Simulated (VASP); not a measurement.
Write the native input for VASP 6.6.1 that does the following.

```yaml
Task: relaxation of cell and atoms
Functional: PBEsol
Potentials_or_basis: VASP PAW PBE potentials, release 64 (Zn, Cd, O)
Cutoff: 600 eV
k_mesh: 6 × 6 × 6
Occupations: gaussian, width 0.03 eV
Spin: no spin polarisation
Further_INCAR_settings: ALGO = Normal; EDIFF = 1e-07; IBRION = 2; EDIFFG = -0.005; NSW = 90; ISIF = 3
```

The structure of ZnCd7O8 lies in POSCAR:

```
ZnCd7O8                                 
1.0
   -4.6567808931      4.6567808931      0.0000000000
   -4.6567808931     -0.0000000000      4.6567808931
   -0.0000000000      4.6567808931      4.6567808931
  Zn              Cd              O             
     1     7     8
Direct
     0.0000000000000000    0.0000000000000000    0.0000000000000000
     0.5000000000000000    0.0000000000000000    0.0000000000000000
     0.0000000000000000    0.5000000000000000    0.0000000000000000
     0.0000000000000000    0.0000000000000000    0.5000000000000000
     0.5000000000000000    0.5000000000000000    0.0000000000000000
     0.5000000000000000    0.0000000000000000    0.5000000000000000
     0.0000000000000000    0.5000000000000000    0.5000000000000000
     0.5000000000000000    0.5000000000000000    0.5000000000000000
     0.7500000000000000    0.7500000000000000    0.7500000000000000
     0.2400998083689202    0.7599001916310799    0.7599001916310799
     0.7599001916310799    0.2400998083689202    0.7599001916310799
     0.7599001916310799    0.7599001916310799    0.2400998083689202
     0.2400998083689202    0.2400998083689202    0.7599001916310799
     0.2400998083689202    0.7599001916310799    0.2400998083689202
     0.7599001916310799    0.2400998083689202    0.2400998083689202
     0.2500000000000000    0.2500000000000000    0.2500000000000000
```

The cell was built by a generator and needn't be a form met in nature.

One way to write it, as run:

INCAR

```
SYSTEM = ZnCd7O8
PREC = Accurate
ENCUT = 600
EDIFF = 1E-7
ISMEAR = 0
SIGMA = 0.03
LREAL = .False.
LASPH = .True.
NELM = 80
ALGO = Normal
ISIF = 3
LWAVE = .False.
LCHARG = .False.
GGA = PS
IBRION = 2
NSW = 90
EDIFFG = -0.005
KPAR = 4
```

KPOINTS

```
Automatic mesh
0
Gamma
  6 6 6
  0 0 0
```

Potentials or basis: VASP PAW PBE potentials, release 64 (Zn, Cd, O).

The run is started by

```bash
$ cat potpaw_PBE.64/Zn/POTCAR potpaw_PBE.64/Cd/POTCAR potpaw_PBE.64/O/POTCAR > POTCAR
$ mpirun -np 4 vasp_std > vasp.out
```

It gave:

The pressure after relaxing is 0.1 GPa. The largest force after relaxing is 0.004 eV/Å and the band gap on the k mesh is none (metal or under the smearing width).

Caveat: the relaxation stopped at its first step, so nothing moved; the PAW data sets were made with another functional, which shifts forces and pressure a little.

Run time: 97 s on 4 MPI ranks on Intel(R) Xeon(R) 6975P-C (Granite Rapids), on a shared host, peak memory 0.57 GiB a rank.
